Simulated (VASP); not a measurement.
Write the native input for VASP 6.6.1 that does the following.

```yaml
Task: relaxation of cell and atoms
Functional: PBEsol
Potentials_or_basis: VASP PAW PBE potentials, release 64 (Na_pv, Te, H)
Cutoff: 600 eV
k_mesh: 6 × 6 × 6
Occupations: gaussian, width 0.03 eV
Spin: no spin polarisation
Further_INCAR_settings: ALGO = Normal; EDIFF = 1e-07; IBRION = 2; EDIFFG = -0.005; NSW = 90; ISIF = 3
```

The structure of Na3TeH lies in POSCAR:

```
Na3TeH                                  
1.0
    4.7062937869      0.0000000000      0.0000000000
    0.0000000000      4.7062937869      0.0000000000
    0.0000000000      0.0000000000      4.7062937869
  Na              Te              H             
     3     1     1
Direct
     0.5000000000000000    0.0000000000000000    0.5000000000000000
     0.0000000000000000    0.5000000000000000    0.5000000000000000
     0.5000000000000000    0.5000000000000000    0.0000000000000000
     0.0000000000000000    0.0000000000000000    0.0000000000000000
     0.5000000000000000    0.5000000000000000    0.5000000000000000
```

The cell was built by a generator and needn't be a form met in nature.

The input as run:

INCAR

```
SYSTEM = Na3TeH
ALGO = Normal
EDIFF = 1E-7
EDIFFG = -0.005
ENCUT = 600
GGA = PS
IBRION = 2
ISIF = 3
ISMEAR = 0
LASPH = .True.
LCHARG = .False.
LREAL = .False.
LWAVE = .False.
NELM = 80
NSW = 90
PREC = Accurate
SIGMA = 0.03
```

KPOINTS

```
k-points
0
Gamma
  6 6 6
  0 0 0
```

Potentials or basis: VASP PAW PBE potentials, release 64 (Na_pv, Te, H).

Launch:

```sh
$ cat potpaw_PBE.64/Na_pv/POTCAR potpaw_PBE.64/Te/POTCAR potpaw_PBE.64/H/POTCAR > POTCAR
$ mpirun -np 1 vasp_std > vasp.out
```

It gave:

* Pressure after relaxing: 0.0 GPa
* Band gap on the k mesh: 2.65 eV, indirect (least direct gap 2.84 eV)

Caveat: the relaxation stopped at its first step, so nothing moved; the PAW data sets were made with another functional, which shifts forces and pressure a little; spin-orbit coupling is left out, which moves the levels of the heavy elements.

It took 15 s on 1 thread of Intel(R) Xeon(R) 6975P-C (Granite Rapids), with other jobs on the host, peak memory 0.26 GiB.
